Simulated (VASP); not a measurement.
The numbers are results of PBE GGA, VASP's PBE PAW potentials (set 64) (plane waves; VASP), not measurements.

VASP input:

POSCAR:
```
CsBr
1.0
  3.7440634881   0.0000000000   0.0000000000
  0.0000000000   3.7440634881   0.0000000000
  0.0000000000   0.0000000000   3.7440634881
Cs Br
1 1
Direct
  0.0000000000   0.0000000000   0.0000000000
  0.5000000000   0.5000000000   0.5000000000
```

**KPOINTS**
```
Automatic mesh
0
gamma
  7 7 7
```

INCAR:
```
SYSTEM = CsBr
PREC = Accurate
ENCUT = 500
EDIFF = 1E-6
NELM = 100
ALGO = Normal
LREAL = .FALSE.
LASPH = .TRUE.
ISMEAR = 0
SIGMA = 0.05
GGA = PE
LMAXMIX = 4
LWAVE = .FALSE.
LCHARG = .FALSE.
IBRION = 2
ISIF = 3
NSW = 40
EDIFFG = -0.02
PSTRESS = 200
```

POTCAR, in this order: Cs_sv Br (PBE.64 set). Program: vasp_std.

Problem. What will the output report for the number of irreducible k-points (NKPTS), largest plane-wave count, number of space-group operations, FFT grid (NGX, NGY, NGZ)?

Solution. 
```json
{
  "number of irreducible k-points (NKPTS)": "20",
  "largest_plane_wave_count": "1357",
  "number_of_space_group_operations": "48",
  "FFT grid (NGX, NGY, NGZ)": "28 × 28 × 28"
}
```

The compound is CsBr in the CsCl type structure. It was relaxed first under an external pressure of 20 GPa.
